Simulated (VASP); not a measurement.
NbTe: band structure with PW91

Crystal: NbTe.

```
Te Nb
1.0
     3.70297    0.00000    0.00000
    -1.85149    3.20687    0.00000
     0.00000    0.00000    3.69421
Te Nb
1 1
Direct
  0.66667 0.33333 0.00000
  0.00000 0.00000 0.50000
```

The cell comes from a database or a generator and needn't be the stable form of this composition.

| Property | Result |
| --- | --- |
| Program | VASP 6.6.1 |
| Task | band structure |
| Functional | PW91 |
| Potentials or basis | VASP PAW PBE potentials, release 64 (Te, Nb_sv) |
| Cutoff | 520 eV |
| k mesh | 8 × 8 × 7 |
| Occupations | fermi-dirac, width 0.05 eV |
| Spin | no spin polarisation |
| Further INCAR settings | ALGO = Normal; EDIFF = 1e-07; NBANDS = 16 |

```yaml
Band_gap_along_the_path: none (metal or under the smearing width)
```

Levels at the corners of the path, in eV from the Fermi level:
| point | band 7 | band 8 | band 9 | band 10 | band 11 | band 12 |
| --- | --- | --- | --- | --- | --- | --- |
| Γ | -3.15 | -2.98 | -2.34 | 0.12 | 0.12 | 2.44 |
| M | -3.83 | -2.62 | -2.60 | -0.21 | 1.22 | 1.48 |
| M | -3.83 | -2.62 | -2.60 | -0.21 | 1.22 | 1.48 |
| K | -5.42 | -3.77 | -0.95 | -0.13 | 0.19 | 0.40 |
| K | -5.42 | -3.77 | -0.95 | -0.13 | 0.19 | 0.40 |
| Γ | -3.15 | -2.98 | -2.34 | 0.12 | 0.12 | 2.44 |
| Γ | -3.15 | -2.98 | -2.34 | 0.12 | 0.12 | 2.44 |
| A | -2.62 | -2.62 | -0.97 | -0.97 | 0.65 | 1.64 |
| A | -2.62 | -2.62 | -0.97 | -0.97 | 0.65 | 1.64 |
| L | -5.86 | -4.25 | -1.35 | 1.14 | 1.25 | 1.82 |
| L | -5.86 | -4.25 | -1.35 | 1.14 | 1.25 | 1.82 |
| H | -5.73 | -4.45 | -1.10 | 1.11 | 1.67 | 2.14 |
| H | -5.73 | -4.45 | -1.10 | 1.11 | 1.67 | 2.14 |
| A | -2.62 | -2.62 | -0.97 | -0.97 | 0.65 | 1.64 |
| L | -5.86 | -4.25 | -1.35 | 1.14 | 1.25 | 1.82 |
| M | -3.83 | -2.62 | -2.60 | -0.21 | 1.22 | 1.48 |
| K | -5.42 | -3.77 | -0.95 | -0.13 | 0.19 | 0.40 |
| H | -5.73 | -4.45 | -1.10 | 1.11 | 1.67 | 2.14 |

Wall time 46 s on 1 thread of Intel(R) Xeon(R) 6975P-C (Granite Rapids), on a shared host, peak memory 0.24 GiB.

Caveat: the log is that of the step along the path at fixed density, whose energy, stress, charges and moments have no meaning; spin-orbit coupling is left out, which moves the levels of the heavy elements.
